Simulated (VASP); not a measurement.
Calculation: PBE GGA, VASP's PBE PAW potentials (set 64) (plane waves; VASP).

A VASP calculation is set up with these files.

KPOINTS:
```
K-points
0
G
  9 9 9
0 0 0
```

### INCAR
```
ISIF = 3   ! ions, shape and volume
LMAXMIX = 4   ! l cut-off of mixed one-centre charges
SIGMA = 0.05
LCHARG = .False.
LREAL = .False.
NELM = 100
IBRION = 2
ISMEAR = 0   ! Gaussian
EDIFF = 1E-6
GGA = PE   ! PBE
LWAVE = .False.
ENCUT = 520
EDIFFG = -0.01   ! ionic stop
PREC = Accurate
LASPH = .True.   ! aspherical one-centre terms
NSW = 60   ! most ionic steps
ALGO = Normal   ! blocked Davidson
SYSTEM = GaN
```

### POSCAR
```
GaN
1
    0.0000000000     2.2285720000     2.2285720000
    2.2285720000     0.0000000000     2.2285720000
    2.2285720000     2.2285720000     0.0000000000
Ga N
1 1
Direct
  0.0000000000   0.0000000000   0.0000000000
  0.2500000000   0.2500000000   0.2500000000
```

POTCAR, in this order: Ga_d N (PBE.64 set). Program: vasp_std.

Output of the run:

OSZICAR:
```
       N       E                     dE             d eps       ncg     rms          rms(c)
DAV:   1     0.888625945488E+02    0.88863E+02   -0.98690E+03   958   0.255E+03
DAV:   2    -0.723410565603E+01   -0.96097E+02   -0.90226E+02  1075   0.361E+02
DAV:   3    -0.140514311413E+02   -0.68173E+01   -0.67789E+01  1030   0.882E+01
DAV:   4    -0.141578172668E+02   -0.10639E+00   -0.10634E+00  1066   0.118E+01
DAV:   5    -0.141595581412E+02   -0.17409E-02   -0.17409E-02  1016   0.135E+00    0.784E+00
DAV:   6    -0.120972793726E+02    0.20623E+01   -0.59493E+00  1390   0.501E+01    0.267E+00
DAV:   7    -0.121122515258E+02   -0.14972E-01   -0.38216E-01   915   0.799E+00    0.179E+00
DAV:   8    -0.121078638699E+02    0.43877E-02   -0.62516E-02  1020   0.454E+00    0.747E-01
DAV:   9    -0.121030183320E+02    0.48455E-02   -0.22158E-02  1362   0.395E+00    0.174E-01
DAV:  10    -0.121032706589E+02   -0.25233E-03   -0.20400E-03  1102   0.795E-01    0.643E-02
DAV:  11    -0.121031953737E+02    0.75285E-04   -0.35407E-04  1342   0.339E-01    0.167E-02
DAV:  12    -0.121032013338E+02   -0.59601E-05   -0.31950E-05  1000   0.764E-02    0.985E-03
DAV:  13    -0.121032011220E+02    0.21180E-06   -0.17049E-06   855   0.130E-02
   1 F= -.12103201E+02 E0= -.12103201E+02  d E =-.121032E+02
       N       E                     dE             d eps       ncg     rms          rms(c)
DAV:   1    -0.140670479130E+02   -0.19638E+01   -0.29992E+01  1050   0.166E+02    0.829E+00
DAV:   2    -0.125789727144E+02    0.14881E+01   -0.22419E+00  1110   0.366E+01    0.394E+00
DAV:   3    -0.121577831210E+02    0.42119E+00   -0.64531E-01  1080   0.291E+01    0.777E-01
DAV:   4    -0.121171507214E+02    0.40632E-01   -0.67083E-02  1052   0.409E+00    0.235E-01
DAV:   5    -0.121141268782E+02    0.30238E-02   -0.18021E-03  1186   0.698E-01    0.445E-02
DAV:   6    -0.121140741423E+02    0.52736E-04   -0.14832E-04  1083   0.219E-01    0.242E-02
DAV:   7    -0.121140778443E+02   -0.37020E-05   -0.30151E-05  1112   0.951E-02    0.398E-03
DAV:   8    -0.121140763032E+02    0.15410E-05   -0.68702E-06  1055   0.912E-02    0.245E-03
DAV:   9    -0.121140762625E+02    0.40744E-07   -0.31334E-07   475   0.139E-02
   2 F= -.12114076E+02 E0= -.12114076E+02  d E =-.108751E-01
       N       E                     dE             d eps       ncg     rms          rms(c)
DAV:   1    -0.126319790496E+02   -0.51790E+00   -0.61978E+00  1085   0.662E+01    0.428E+00
DAV:   2    -0.122503407950E+02    0.38164E+00   -0.67895E-01  1110   0.272E+01    0.186E+00
DAV:   3    -0.121647315152E+02    0.85609E-01   -0.92893E-02  1120   0.111E+01    0.514E-01
DAV:   4    -0.121524061975E+02    0.12325E-01   -0.13373E-02  1133   0.209E+00    0.490E-02
DAV:   5    -0.121524777566E+02   -0.71559E-04   -0.11527E-03  1296   0.554E-01    0.270E-02
DAV:   6    -0.121524588716E+02    0.18885E-04   -0.54180E-05  1083   0.870E-02    0.101E-02
DAV:   7    -0.121524586667E+02    0.20486E-06   -0.75265E-06  1105   0.606E-02
   3 F= -.12152459E+02 E0= -.12152459E+02  d E =-.492575E-01
       N       E                     dE             d eps       ncg     rms          rms(c)
DAV:   1    -0.121526660710E+02   -0.20720E-03   -0.29343E-03  1090   0.150E+00    0.903E-02
DAV:   2    -0.121524942547E+02    0.17182E-03   -0.28406E-04  1105   0.560E-01    0.405E-02
DAV:   3    -0.121524532837E+02    0.40971E-04   -0.51148E-05  1120   0.276E-01    0.994E-03
DAV:   4    -0.121524485361E+02    0.47476E-05   -0.63700E-06  1066   0.380E-02    0.950E-04
DAV:   5    -0.121524485623E+02   -0.26162E-07   -0.28286E-07   460   0.757E-03
   4 F= -.12152449E+02 E0= -.12152449E+02  d E =-.492474E-01
       N       E                     dE             d eps       ncg     rms          rms(c)
DAV:   1    -0.121524493534E+02   -0.81731E-06   -0.15951E-06   470   0.363E-02    0.202E-03
DAV:   2    -0.121524492778E+02    0.75612E-07   -0.20105E-07   460   0.147E-02
   5 F= -.12152449E+02 E0= -.12152449E+02  d E =-.715534E-06
       N       E                     dE             d eps       ncg     rms          rms(c)
DAV:   1    -0.121524523246E+02   -0.29712E-05   -0.13914E-05  1100   0.102E-01    0.650E-03
DAV:   2    -0.121524514584E+02    0.86616E-06   -0.12367E-06   460   0.387E-02
   6 F= -.12152451E+02 E0= -.12152451E+02  d E =-.289618E-05
       N       E                     dE             d eps       ncg     rms          rms(c)
DAV:   1    -0.121524512129E+02    0.11117E-05   -0.27839E-07   470   0.188E-02    0.743E-04
DAV:   2    -0.121524511860E+02    0.26934E-07   -0.10866E-07   465   0.425E-03
   7 F= -.12152451E+02 E0= -.12152451E+02  d E =0.272450E-06
```

### OUTCAR
```
------------------------ aborting loop because EDIFF is reached ----------------------------------------
  FORCE on cell =-STRESS in cart. coord.  units (eV):
  Direction    XX          YY          ZZ          XY          YZ          ZX
  --------------------------------------------------------------------------------------
  Total        0.0187765      0.0187765      0.0187765     -0.0000000      0.0000000     -0.0000000
  in kB        1.2796556      1.2796556      1.2796556     -0.0000000      0.0000000     -0.0000000
  external PRESSURE =       1.2796556 kB  Pullay stress =       0.0000000 kB
  volume of cell :       23.51
      direct lattice vectors                 reciprocal lattice vectors
     0.000000000  2.273704272  2.273704272    -0.219905467  0.219905467  0.219905467
     2.273704272 -0.000000000  2.273704272     0.219905467 -0.219905467  0.219905467
     2.273704272  2.273704272  0.000000000     0.219905467  0.219905467 -0.219905467
  FREE ENERGIE OF THE ION-ELECTRON SYSTEM (eV)
  ---------------------------------------------------
  free  energy   TOTEN  =       -12.1524511860 eV

  energy  without entropy=      -12.1524511860  energy(sigma->0) =      -12.15245119

 reached required accuracy - stopping structural energy minimisation
```
(Selected blocks of OUTCAR.)

**CONTCAR**
```
GaN
   1.00000000000000
     0.0000000000000000    2.2737042724644883    2.2737042724644883
     2.2737042724644883   -0.0000000000000000    2.2737042724644883
     2.2737042724644883    2.2737042724644883    0.0000000000000000
  Ga              N
     1     1
Direct
     0.0000000000000000    0.0000000000000000    0.0000000000000000
     0.2500000000000000    0.2500000000000000    0.2500000000000000
```

Energy and stress use the plane-wave basis of the starting cell.

The structure was generated: GaN was put into the zinc blende type (F-43m), which need not be its known phase. This run relaxes it. Symmetry was kept, so distortions that lower it aren't found.
